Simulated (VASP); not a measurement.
The system is HfIn4SiO6.

```
Hf In Si O
1.0
     5.22986    0.00000    0.00000
    -2.61493    4.52920    0.00000
     0.00000    0.00000    9.53300
Hf In Si O
1 4 1 6
Direct
  0.00000 0.00000 0.00000
  0.33333 0.66667 0.32613
  0.33333 0.66667 0.67387
  0.66667 0.33333 0.75643
  0.66667 0.33333 0.24357
  0.33333 0.66667 0.00000
  0.30858 0.37050 0.88881
  0.62950 0.69142 0.11119
  0.62950 0.93808 0.88881
  0.06192 0.37050 0.11119
  0.06192 0.69142 0.88881
  0.30858 0.93808 0.11119
```

The cell was built by a generator and needn't be a form met in nature.

- Program: VASP 6.6.1
- Task: relaxation of cell and atoms
- Functional: PBE
- Potentials or basis: VASP PAW PBE potentials, release 64 (Hf_pv, In_d, Si, O)
- Cutoff: 520 eV
- k mesh: 8 × 8 × 4
- Occupations: gaussian, width 0.1 eV
- Spin: no spin polarisation

At the start: pressure 1.0 GPa; volume 18.82 Å³/atom.

Question: Where does the relaxation end?

Answer: Over 30 steps the energy falls by 12.4 meV/atom and the volume is 20.53 Å³/atom (+9.1 %); space group P312 (No. 149, to 0.05 Å).

Step by step:
```tsv
step	energy change (eV)	largest force (eV/Å)	pressure (GPa)	volume (Å³)
1	0.0000	0.1404	1.02	225.81
2	-0.0176	0.3335	-0.45	229.75
3	-0.0176	0.3223	-0.37	229.50
4	-0.0363	0.3537	-0.16	230.31
5	-0.0577	0.4191	0.36	232.17
6	-0.0700	0.3810	0.30	233.00
7	-0.0999	0.2507	0.15	235.47
8	-0.1240	0.1911	-0.10	240.45
9	-0.1307	0.1413	0.16	241.51
10	-0.1315	0.1497	0.26	242.03
11	-0.1355	0.1501	0.04	243.22
12	-0.1367	0.1900	-0.50	245.40
13	-0.1371	0.1806	-0.39	244.76
14	-0.1398	0.1575	-0.26	244.84
15	-0.1434	0.1163	-0.05	245.00
16	-0.1436	0.1832	0.35	245.31
17	-0.1447	0.1400	0.16	245.16
18	-0.1480	0.0389	0.00	245.82
19	-0.1482	0.0334	-0.04	246.02
20	-0.1484	0.0234	0.03	245.93
21	-0.1485	0.0210	0.06	245.88
22	-0.1485	0.0265	0.15	245.78
23	-0.1485	0.0222	0.08	245.85
24	-0.1488	0.0160	0.05	246.10
25	-0.1488	0.0141	-0.03	246.52
26	-0.1488	0.0126	-0.07	246.45
27	-0.1488	0.0124	-0.03	246.27
28	-0.1488	0.0123	-0.02	246.33
29	-0.1488	0.0123	-0.03	246.39
30	-0.1489	0.0082	0.02	246.33
```

Final structure:
```
CELL_PARAMETERS angstrom
5.26263 0.00000 0.00000
-2.63132 4.55757 0.00000
0.00000 0.00000 10.27005
ATOMIC_POSITIONS crystal
Hf 0.00000 0.00000 0.00000
In 0.33333 0.66667 0.31309
In 0.33333 0.66667 0.68691
In 0.66667 0.33333 0.78268
In 0.66667 0.33333 0.21732
Si 0.33333 0.66667 0.00000
O 0.30608 0.37051 0.89709
O 0.62949 0.69392 0.10291
O 0.62949 0.93557 0.89709
O 0.06443 0.37051 0.10291
O 0.06443 0.69392 0.89709
O 0.30608 0.93557 0.10291
```
